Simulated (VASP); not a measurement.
Wanted: the native input for a VASP 6.6.1 run.

| Item | Value |
| --- | --- |
| Task | single point |
| Functional | PBE |
| Dispersion | D3(BJ) |
| Potentials or basis | VASP PAW PBE potentials, release 64 (Si, O, H) |
| Cutoff | 450 eV |
| k mesh | 1 × 1 × 1 |
| Occupations | gaussian, width 0.02 eV |
| Spin | no spin polarisation |
| Further INCAR settings | ALGO = Normal; EDIFF = 1e-06; NBANDS = 236 |

The structure of Si12HO24 (a cell with a defect) lies in POSCAR:

```
Si12HO24
1.0
    9.8316000000      0.0000000000      0.0000000000
   -4.9158000000      8.5144153600      0.0000000000
    0.0000000000      0.0000000000     10.8182000000
Si O H
24 48 2
Direct
    0.2709099100      0.0094391800      0.1655027100
    0.9985581900      0.2592514300      0.3363694500
    0.2293313700      0.2350352900      0.9973888100
    0.2536999600      0.9943798200      0.6857301500
    0.9943088900      0.2605859300      0.8263963100
    0.2083269900      0.1946535800      0.5153311300
    0.2621491600      0.4975911800      0.1718615900
    0.0071092300      0.7712372900      0.3283148600
    0.2235410900      0.7272896200      0.0054956200
    0.2669434400      0.4925265000      0.6593211300
    0.9964925600      0.7555626100      0.8443723300
    0.2341662800      0.7379975200      0.4999615600
    0.7679183600      0.0027725800      0.1637768200
    0.5150453800      0.2909717700      0.3263891900
    0.7354828800      0.2356065700      0.9947544900
    0.7500254000      0.9945486100      0.6643177100
    0.4988791700      0.2694374300      0.8323993700
    0.7270726000      0.2340685100      0.4992150500
    0.7874783800      0.5096747300      0.1573528400
    0.5014811400      0.7712337700      0.3306460800
    0.7306058600      0.7321122000      0.9989357800
    0.7689976800      0.5017534200      0.6662599300
    0.4892422100      0.7549201000      0.8332459800
    0.7359702800      0.7334614600      0.4949275200
    0.0585994900      0.1851775900      0.4426589500
    0.2910020100      0.3666465000      0.1058264000
    0.1398598500      0.4267424900      0.2869976000
    0.2009835100      0.0720170000      0.0577487200
    0.4066298400      0.3704627500      0.3615348300
    0.4326514900      0.1539250100      0.2217404800
    0.0637104000      0.2018104000      0.9379856800
    0.2961209500      0.3602216000      0.5945064100
    0.1329963000      0.4206365700      0.7662825000
    0.1440959400      0.0534628100      0.6192837800
    0.3618947100      0.2974696100      0.8889306100
    0.4273668200      0.1382933600      0.7227606500
    0.0698422700      0.7005748600      0.4356703700
    0.2976032600      0.8725800500      0.1047948800
    0.1459163000      0.9395625000      0.2791979800
    0.1925934700      0.5656927500      0.0691771200
    0.3725483100      0.8040633200      0.3955902100
    0.4281822600      0.6421691300      0.2206537200
    0.0484628800      0.6811712500      0.9565332700
    0.2831508900      0.8721161200      0.6050312400
    0.1573768100      0.9148317700      0.8113722100
    0.2107464500      0.5753019700      0.5568150000
    0.3464649500      0.7730380600      0.8905284800
    0.4297587500      0.6246495600      0.7230592100
    0.5674995200      0.2199689900      0.4418414100
    0.8114747800      0.3713264800      0.0999751300
    0.6741022500      0.4415287100      0.2761049300
    0.7048024300      0.0708391800      0.0544039400
    0.8598764000      0.2853916600      0.3919929700
    0.9337635900      0.1388796900      0.2191445800
    0.5688786300      0.2097478700      0.9432799200
    0.7969424800      0.3651871000      0.6090898100
    0.6362505700      0.4334820500      0.7744881600
    0.6856066900      0.0652798700      0.5578710000
    0.8594873700      0.2928012300      0.8810256900
    0.9165469200      0.1276861800      0.7199152000
    0.5689396300      0.6934002000      0.4307230900
    0.7919415500      0.8629271600      0.1084292300
    0.6399768800      0.9359748100      0.2761740900
    0.7067804900      0.5682967600      0.0547796900
    0.8688771100      0.7964578400      0.3870153500
    0.9505596500      0.6538900700      0.2097545600
    0.5644435100      0.7011425300      0.9437322700
    0.7805881900      0.8618020400      0.6029322100
    0.6206643000      0.9221698500      0.7749832700
    0.7103227700      0.5713318500      0.5546426500
    0.8615482000      0.7938688900      0.8892565300
    0.9332905500      0.6387354700      0.7249986100
    0.4730205900      0.4904189300      0.3832831600
    0.2926452400      0.1351483600      0.4422009000
```

One way to write it, as run:

INCAR

```
ALGO = Normal
EDIFF = 1E-6
ENCUT = 450
GGA = PE
ISIF = 2
ISMEAR = 0
IVDW = 12
LASPH = T
LCHARG = F
LREAL = F
LWAVE = F
NBANDS = 236
NELM = 60
PREC = Accurate
SIGMA = 0.02
```

KPOINTS

```
k-points
0
Gamma
  1 1 1
```

Potentials or basis: VASP PAW PBE potentials, release 64 (Si, O, H).

Launch:

```sh
$ cat potpaw_PBE.64/Si/POTCAR potpaw_PBE.64/O/POTCAR potpaw_PBE.64/H/POTCAR > POTCAR
$ mpirun -np 1 vasp_std > vasp.out
```

Results of the run:

```
Largest force              : 2.160 eV/Å
Band gap on the k mesh     : 5.25 eV, direct
Dispersion energy per atom : -0.142 eV
```

It took 10 min on 1 thread of Intel(R) Xeon(R) Platinum 8259CL CPU @ 2.50GHz (Skylake/Cascade Lake), with other jobs on the host, peak memory 0.83 GiB.
